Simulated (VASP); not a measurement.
```xyz
2
Lattice="1.3394 -2.3200 0.0000 1.3394 2.3200 0.0000 0.0000 0.0000 4.2245" Properties=species:S:1:pos:R:3 pbc="T T T"
Ru     1.3394     0.7733     1.0561
Ru     1.3394    -0.7733     3.1684
```

Calculation: LDA (Ceperley-Alder, Perdew-Zunger), VASP's LDA PAW potentials (set 64) (plane waves; VASP 6.6.1). Run with 520 eV cut-off, Gaussian smearing of 0.050 eV, potentials Ru_pv.

### Question
Give the energies of bands 7 to 17 at the high-symmetry points, in eV from the Fermi level.

### Answer

```json
[
 {"band": "7", "Γ": "-8.23", "M": "-6.49", "K": "-5.91", "A": "-6.28", "L": "-6.36", "H": "-4.95"},
 {"band": "8", "Γ": "-6.52", "M": "-5.79", "K": "-4.53", "A": "-6.28", "L": "-6.36", "H": "-4.95"},
 {"band": "9", "Γ": "-2.77", "M": "-5.62", "K": "-4.53", "A": "-2.95", "L": "-4.78", "H": "-4.33"},
 {"band": "10", "Γ": "-2.77", "M": "-3.22", "K": "-3.96", "A": "-2.95", "L": "-4.78", "H": "-4.33"},
 {"band": "11", "Γ": "-2.54", "M": "-2.16", "K": "-2.98", "A": "-2.95", "L": "-1.14", "H": "-2.84"},
 {"band": "12", "Γ": "-2.03", "M": "-1.87", "K": "-2.98", "A": "-2.95", "L": "-1.14", "H": "-2.84"},
 {"band": "13", "Γ": "-2.03", "M": "-1.59", "K": "-1.13", "A": "-2.82", "L": "0.46", "H": "-1.27"},
 {"band": "14", "Γ": "-1.50", "M": "1.49", "K": "1.07", "A": "-2.82", "L": "0.46", "H": "-1.27"},
 {"band": "15", "Γ": "-1.50", "M": "1.94", "K": "1.07", "A": "0.58", "L": "1.77", "H": "1.28"},
 {"band": "16", "Γ": "1.25", "M": "2.06", "K": "1.56", "A": "0.58", "L": "1.77", "H": "1.28"},
 {"band": "17", "Γ": "1.25", "M": "4.25", "K": "7.24", "A": "0.58", "L": "3.52", "H": "8.72"}
]
```

It has no gap at this level: it comes out as a metal or semimetal.

The compound is Ru in the hcp structure. It was relaxed first.
